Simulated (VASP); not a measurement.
Here is the system:

```xyz
3
Lattice="4.2086 0.0000 0.0000 -2.1043 3.6448 0.0000 0.0000 0.0000 21.3212" Properties=species:S:1:pos:R:3 pbc="T T T"
I      2.1043     1.2149     8.8285
I      0.0000     2.4299    12.4926
Mg     0.0000     0.0000    10.6606
```

Method: PBE GGA, VASP's PBE PAW potentials (set 64) (plane waves; VASP 6.6.1). Numerical set-up: PREC = Normal, EDIFF = 1E-5, 400 eV cut-off, 12×12×1 Γ-centred mesh, Gaussian smearing of 0.050 eV, potentials I Mg.

Problem. The ions and cell shape at fixed volume are relaxed. What does this cell relax into?

Solution. 
```xyz
3
Lattice="4.2000 0.0000 0.0000 -2.1000 3.6373 0.0000 0.0000 0.0000 21.4090" Properties=species:S:1:pos:R:3 pbc="T T T"
I      2.1000     1.2124     9.0296
I      0.0000     2.4249    12.3794
Mg     4.2000     0.0000    10.7045
```

Problem. How much energy does the relaxation gain?

Solution. The energy (σ→0) changes by -37.9 meV/atom, in 9 ionic steps.

The cell is a sheet with vacuum, built from MgI2 (1T layered).
